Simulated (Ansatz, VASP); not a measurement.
# AlNi3: VASP beside Ansatz

Aim: how closely do two programs agree when they are given the same cell, functional and k mesh? The cell is taken from a series of runs on this material, whose earlier steps may have relaxed, scaled, displaced or heated it; both programs get it as it stands.

Main program and level: Ansatz 0.2.0; plane waves, with VASP 6.6.1 beside it; r2SCAN and PBE.

## Step 1: Starting point

Symmetry: Pm-3m, No. 221, cubic system. The conventional cell has a = 3.523 Å, b = 3.523 Å, c = 3.523 Å, α = 90.00°, β = 90.00°, γ = 90.00°. Nearest to Al lie 12 Ni at 2.49 Å. Nearest to Ni lie 4 Al at 2.49 Å and 8 Ni at 2.49 Å. Farther neighbours are not listed.

As a file:

```cif
data_structure
_symmetry_space_group_name_H-M 'Pm-3m'
_symmetry_Int_Tables_number 221
_cell_length_a 3.5231
_cell_length_b 3.5231
_cell_length_c 3.5231
_cell_angle_alpha 90.000
_cell_angle_beta 90.000
_cell_angle_gamma 90.000
_cell_volume 43.73
loop_
_atom_site_label
_atom_site_type_symbol
_atom_site_symmetry_multiplicity
_atom_site_Wyckoff_symbol
_atom_site_fract_x
_atom_site_fract_y
_atom_site_fract_z
_atom_site_occupancy
Al1 Al 1 a 0.00000 0.00000 0.00000 1
Ni1 Ni 3 c 0.00000 0.50000 0.50000 1
```

## Step 2: Ansatz: single point, r2SCAN

Ansatz runs on its default PAW (the set named soft_2) files.

A single point takes one fixed geometry, so differences don't come from the geometry; what else differs is listed under the comparison.

input.yaml reads:

```yaml
crystal:
  lattice:
    - [3.523054727, 0.0, 0.0]
    - [0.0, 3.523054727, 0.0]
    - [0.0, 0.0, 3.523054727]
  atoms:
    - { symbol: Al, position: [0.0, 0.0, 0.0] }
    - { symbol: Ni, position: [0.0, 0.5, 0.5], spin: 1.0 }
    - { symbol: Ni, position: [0.5, 0.0, 0.5], spin: 1.0 }
    - { symbol: Ni, position: [0.5, 0.5, 0.0], spin: 1.0 }
magnetization:
  spin_polarized: true
kpoints:
  mp_grid: { grid: [11, 11, 11] }
hamiltonian:
  xc: r2scan
scf:
  occupations: { method: fermi_dirac, width: 0.1 }
output:
  eigenvalues: true
```

Command:

```
ansatz run input.yaml --threads 4 --pin off --max-ram 8192MiB --backend cpu --events-out ev --progress --plain --runs-dir out
```

Numbers of over 12 decimals in the logs are rounded to 6 here.

The program printed:

```text
Engine: ansatz 0.2.0, x86_64-unknown-linux-gnu
Pseudopotentials: kind: paw
Pseudopotential: Al, paw, valence charge 3, recommended cutoff 500 eV (meta_gga), Al.paw.azcp
Pseudopotential: Ni, paw, valence charge 18, recommended cutoff 500 eV (meta_gga), Ni.paw.azcp
Functional definition: r2SCAN
  parameter k0 = 0.174
  parameter k1 = 0.065
  parameter a1 = 4.9479
  exchange = r2scan_x(k0 = k0, k1 = k1, a1 = a1)
  correlation = r2scan_c
Crystal: 4 atoms, lattice volume = 43.728 Å³
Basis set: ecut = 500 eV, 1141 PW (Γ), exchange–correlation on 108×108×108 points (64 copies of the dense FFT grid, shifted against one another)
Bands: 36, of which v1, the nominal top of the filled ones, is band 29 counted from 1 (28 counted from 0)
Symmetry: 48 space group operations
Space group: Pm-3m (ITA 221), of the structure as read, at distance tolerance 3.5e-5 Å
Magnetic group: BNS 221.92 (UNI 1594), of the structure as read, at distance tolerance 3.5e-5 Å
k-points: 56 of 1331
Non-local potential: Al, projectors of the file, l = 0: 2, l = 1: 2, l = 2: 1
Non-local potential: Ni, projectors of the file, l = 0: 3, l = 1: 2, l = 2: 3, l = 3: 1
PAW form: soft (Blöchl's): semilocal exchange-correlation on the pseudo side does not see the compensation charge
PAW frozen core: Al, regenerated for the run's functional (the file was generated under x = pbe(κ = 0.804, μ = 0.219515), c = pbe(β = 0.066725))
PAW frozen core: Ni, regenerated for the run's functional (the file was generated under x = pbe(κ = 0.804, μ = 0.219515), c = pbe(β = 0.066725))
PAW one-centre angular grid: Al, 302 points (default); XC on 160 Gauss nodes
PAW one-centre angular grid: Ni, 590 points (default); XC on 160 Gauss nodes
Initial density: superposition of atomic densities (chi_scale 0.1, normalization cell)
Starting moments: Σ|m| = 3 μB on 3 of 4 sites
Initial wavefunctions: pseudopotential atomic-orbital guess
Functional: x = r2scan, c = r2scan; τ floored in thin density (d = 2e-4 eV/Å³)
iter 1 solved again at ethr=2.13e-3 eV; its pass at ethr=3.10e-3 eV (dr2=1.21e0 eV) is discarded
SCF iter   1: F=—  HF=-18074.608272 eV  |F-HF|=—  |Δ(HF+E_count)|=         —  Δρ=4.32e-2 (↑4.32e-2 ↓3.31e-2)  dr2=1.09e0  dr2_τ=2.31e-2  dr2_m=1.63e-1  M=1.956 μB ∫|m|=2.517 μB  β_m=0.86  ethr=2.13e-3  ⟨swp⟩=3.2  Hψ=22867  notcnv=0
Mixer restart at iter 1: flushing history
preconditioner: auto → Kerker (q_TF=auto, 2.852 Å⁻¹)  [metal: Δε(μ)=0.000 eV  Ē_g=8.638 eV  σ=0.100 eV  W_gap=0.00  n_scr=18 (ndim 8)  ℏωp=32.3 eV  f_vac=0.000  D(μ)=4.24/eV (n_scr^D=56)]
spin=Collinear: Kerker preconditioning applied to the charge; magnetization (m = ρ↑ − ρ↓) channel mixes plain (no charge-response kernel on spin).
SCF iter   2: F=—  HF=-18074.306084 eV  |F-HF|=—  |Δ(HF+E_count)|=   3.02e-1  Δρ=2.54e-2 (↑1.40e-2 ↓2.54e-2)  dr2=3.47e-1  dr2_τ=2.82e-3  dr2_m=2.87e-2  M=1.704 μB ∫|m|=2.472 μB  β_m=1.00  ethr=1.91e-3  ⟨swp⟩=4.6  Hψ=8078  notcnv=0  defer=22  κ⁻¹=1.0e0(r=1)
SCF iter   3: F=—  HF=-18075.408354 eV  |F-HF|=—  |Δ(HF+E_count)|=    1.10e0  Δρ=2.40e-2 (↑1.36e-2 ↓2.40e-2)  dr2=4.08e-1  dr2_τ=1.34e-3  dr2_m=1.89e-2  M=1.534 μB ∫|m|=2.398 μB  β_m=1.00  ethr=6.09e-4  ⟨swp⟩=2.0  Hψ=5530  notcnv=0  defer=132  κ⁻¹=5.7e-3(r=2)
SCF iter   4: F=—  HF=-18076.674396 eV  |F-HF|=—  |Δ(HF+E_count)|=    1.27e0  Δρ=1.83e-2 (↑1.09e-2 ↓1.83e-2)  dr2=3.43e-1  dr2_τ=7.39e-4  dr2_m=1.00e-2  M=1.351 μB ∫|m|=2.227 μB  β_m=1.00  ethr=6.09e-4  ⟨swp⟩=2.6  Hψ=6773  notcnv=0  defer=132  κ⁻¹=2.0e-3(r=3)
SCF iter   5: F=—  HF=-18077.888224 eV  |F-HF|=—  |Δ(HF+E_count)|=    1.21e0  Δρ=1.02e-2 (↑5.95e-3 ↓1.02e-2)  dr2=1.65e-1  dr2_τ=1.71e-4  dr2_m=4.82e-3  M=1.059 μB ∫|m|=1.727 μB  β_m=1.00  ethr=6.02e-4  ⟨swp⟩=3.1  Hψ=7471  notcnv=0  defer=132  κ⁻¹=7.4e-4(r=4)
SCF iter   6: F=—  HF=-18077.920927 eV  |F-HF|=—  |Δ(HF+E_count)|=         —  Δρ=7.79e-3 (↑7.79e-3 ↓6.13e-3)  dr2=2.76e-2  dr2_τ=2.83e-4  dr2_m=2.16e-3  M=0.865 μB ∫|m|=1.264 μB  β_m=1.00  ethr=2.90e-4  ⟨swp⟩=2.6  Hψ=7563  notcnv=0  defer=136
Mixer restart at iter 6: flushing history
SCF iter   7: F=—  HF=-18077.967701 eV  |F-HF|=—  |Δ(HF+E_count)|=   4.68e-2  Δρ=5.89e-3 (↑4.88e-3 ↓5.89e-3)  dr2=1.99e-2  dr2_τ=1.27e-4  dr2_m=2.50e-4  M=0.862 μB ∫|m|=1.293 μB  β_m=1.00  ethr=4.84e-5  ⟨swp⟩=2.8  Hψ=7875  notcnv=0  defer=136  κ⁻¹=1.0e0(r=1)
SCF iter   8: F=—  HF=-18078.006434 eV  |F-HF|=—  |Δ(HF+E_count)|=   3.87e-2  Δρ=3.65e-3 (↑3.65e-3 ↓3.09e-3)  dr2=9.83e-3  dr2_τ=5.96e-5  dr2_m=5.94e-5  M=0.862 μB ∫|m|=1.304 μB  β_m=1.00  ethr=3.50e-5  ⟨swp⟩=2.1  Hψ=7290  notcnv=0  defer=138  κ⁻¹=4.2e-1(r=2)
SCF iter   9: F=—  HF=-18078.013410 eV  |F-HF|=—  |Δ(HF+E_count)|=   6.98e-3  Δρ=1.75e-3 (↑1.75e-3 ↓8.81e-4)  dr2=1.95e-3  dr2_τ=2.02e-5  dr2_m=1.91e-4  M=0.862 μB ∫|m|=1.297 μB  β_m=1.00  ethr=1.72e-5  ⟨swp⟩=2.3  Hψ=7764  notcnv=0  defer=138  κ⁻¹=4.5e-2(r=3)
SCF iter  10: F=—  HF=-18078.013375 eV  |F-HF|=—  |Δ(HF+E_count)|=   3.56e-5  Δρ=7.28e-4 (↑7.28e-4 ↓6.09e-4)  dr2=1.82e-4  dr2_τ=2.46e-6  dr2_m=3.25e-5  M=0.863 μB ∫|m|=1.279 μB  β_m=1.00  ethr=3.42e-6  ⟨swp⟩=2.0  Hψ=7221  notcnv=0  defer=138  κ⁻¹=3.8e-3(r=4)
SCF iter  11: F=—  HF=-18078.014117 eV  |F-HF|=—  |Δ(HF+E_count)|=   7.43e-4  Δρ=3.01e-4 (↑2.95e-4 ↓3.01e-4)  dr2=8.24e-5  dr2_τ=4.91e-7  dr2_m=3.90e-7  M=0.861 μB ∫|m|=1.283 μB  β_m=1.00  ethr=3.20e-7  ⟨swp⟩=2.0  Hψ=7261  notcnv=0  defer=138  κ⁻¹=4.5e-4(r=5)
SCF iter  12: F=—  HF=-18078.014209 eV  |F-HF|=—  |Δ(HF+E_count)|=   9.14e-5  Δρ=2.61e-4 (↑1.72e-4 ↓2.61e-4)  dr2=5.18e-5  dr2_τ=2.39e-7  dr2_m=1.58e-6  M=0.860 μB ∫|m|=1.282 μB  β_m=1.00  ethr=1.45e-7  ⟨swp⟩=2.0  Hψ=6459  notcnv=0  defer=138  κ⁻¹=1.8e-4(r=6)
SCF iter  13: F=—  HF=-18078.014222 eV  |F-HF|=—  |Δ(HF+E_count)|=   1.36e-5  Δρ=1.49e-4 (↑1.49e-4 ↓1.19e-4)  dr2=1.70e-5  dr2_τ=3.49e-8  dr2_m=2.38e-7  M=0.859 μB ∫|m|=1.280 μB  β_m=1.00  ethr=9.09e-8  ⟨swp⟩=2.0  Hψ=6423  notcnv=0  defer=138  κ⁻¹=7.0e-5(r=7)
SCF iter  14: F=—  HF=-18078.014222 eV  |F-HF|=—  |Δ(HF+E_count)|=   7.65e-7  Δρ=4.09e-5 (↑4.07e-5 ↓4.09e-5)  dr2=5.06e-7  dr2_τ=1.42e-8  dr2_m=1.09e-8  M=0.859 μB ∫|m|=1.279 μB  β_m=1.00  ethr=2.98e-8  ⟨swp⟩=2.1  Hψ=5601  notcnv=0  defer=138  κ⁻¹=1.9e-5(r=8)
SCF iter  15: F=—  HF=-18078.014226 eV  |F-HF|=—  |Δ(HF+E_count)|=   4.47e-6  Δρ=4.77e-5 (↑2.14e-5 ↓4.77e-5)  dr2=6.57e-7  dr2_τ=2.98e-9  dr2_m=1.02e-7  M=0.859 μB ∫|m|=1.279 μB  β_m=1.00  ethr=8.88e-10  ⟨swp⟩=2.5  Hψ=7423  notcnv=0  defer=138  κ⁻¹=5.5e-6(r=8)
SCF iter  16: F=—  HF=-18078.014227 eV  |F-HF|=—  |Δ(HF+E_count)|=   8.95e-7  Δρ=1.03e-5 (↑7.13e-6 ↓1.03e-5)  dr2=2.51e-8  dr2_τ=3.05e-10  dr2_m=1.33e-8  M=0.860 μB ∫|m|=1.279 μB  β_m=1.00  ethr=8.88e-10  ⟨swp⟩=2.0  Hψ=6857  notcnv=0  defer=138  κ⁻¹=2.8e-6(r=8)
SCF iter  17: F=-18078.014227 eV  HF=-18078.014227 eV  |F-HF|=5.97e-8  |Δ(HF+E_count)|=   1.82e-7  Δρ=7.49e-6 (↑7.49e-6 ↓6.35e-6)  dr2=4.38e-8  dr2_τ=2.14e-10  dr2_m=2.77e-10  M=0.860 μB ∫|m|=1.280 μB  ethr=4.41e-11  ⟨swp⟩=7.9  Hψ=18170  notcnv=0
SCF 1 converged in 17 iterations: F = -18078.014227 eV  dr2 = 4.38e-8
  greatest PAW one-centre occupation: 1.001 electrons in one spin orbital (limit 2), on the Ni atom at site 2 (counted from 0), in its partial waves of l = 1
this state was not tested for a lower state beside it, because the mixer in use, unlike msr1, does not test its closes by its own steps (another_mixer; see scf.mixing.algorithm and scf.lower_state_search)
SCF converged after 17 iterations
Magnetization: 0.8597 μB (28.9299 up, 28.0701 down)
Absolute magnetization: 1.2798 μB (∫|ρ↑−ρ↓|, with the PAW one-centre terms)
Spin contamination: 0.0479 ħ² per cell (⟨S²⟩ above its minimum at these occupations)
Per-site moments (μB) at R_I (Å): [(-0.030573, 1.027610), (0.344131, 1.027610), (0.344131, 1.027610), (0.344131, 1.027610)]
Free energy (F): -18078.014227 eV
Harris-Foulkes:  -18078.014227 eV  (|F-HF|=5.97e-8)
Internal energy: -18077.936493 eV  (E = F + TS)
E sigma→0 (E₀):  -18077.975360 eV
Entropy (-TS):   -0.077734 eV (-19.434 meV/atom)
Fermi energy:    16.349608 eV
--- Per-component energies (eV) ---
  E_band       = -979.184249
  E_kinetic    = 877.869867
  E_local      = -11887.464968  (includes V_loc(G=0)·N_el)
  E_nonlocal   = 1930.683323
  E_hartree    = 5073.968471
  E_xc         = -276.095987
  E_vxc        = -387.368237  (∫ρ·V_xc dr)
  E_paw        = -5407.758031  (= ΣΔE_a)
  E_vpaw       = -1689.021486  (= ΣTr[D̂ρ^β])
  E_aug_tail   = 0.000687  (compensation charges beyond the density's cutoff)
  E_vtau       = 28.152466  (kinetic-family band-sum trace: ∫τ·v_τ [+ j·A + Jᵃ·Aᵃ] dr)
  E_ewald      = -8388.179541
  E_core_change = -0.960314  (= ΣΔE_core)
  E_smearing   = -0.077734  (= −TS)
  E_closure    = -0.000000  (closes the sum)
  Σ components = -18078.014227   (vs F -18078.014227, Δ=0.00e0)
--- Band table (eV; the first three rows and the last of 112) ---
  k-point 0 ↑: bands = [... 25 lower, 15.9809, 15.9809, 15.9809, 17.1726, 17.1726, 17.1726, 23.1573, 23.1573, ... 3 higher]
  k-point 1 ↑: bands = [... 25 lower, 15.7519, 15.8097, 15.9811, 16.7250, 17.5392, 17.5392, 23.1450, 23.5295, ... 3 higher]
  k-point 2 ↑: bands = [... 25 lower, 15.5053, 15.6997, 15.8865, 15.9813, 18.3014, 18.3014, 23.1089, 23.8977, ... 3 higher]
  k-point 55 ↓: bands = [... 25 lower, 15.3327, 15.3327, 15.7924, 16.5627, 16.6115, 16.6115, 20.3939, 20.9424, ... 3 higher]
```

[end of part 1 of 3]

[Lines on the potential files, build, host, timing and source positions are cut from VASP's logs without a mark.]

[Logs are printed without paths, hosts, clocks, repeated set-up lines and the standing remarks that a program may print on its own settings, such as how far it seeks lower states.]

[Hosts, paths, dates, database ids (printed as entryN), source tags and the programs' standing remarks are cut or masked in the printed files.]
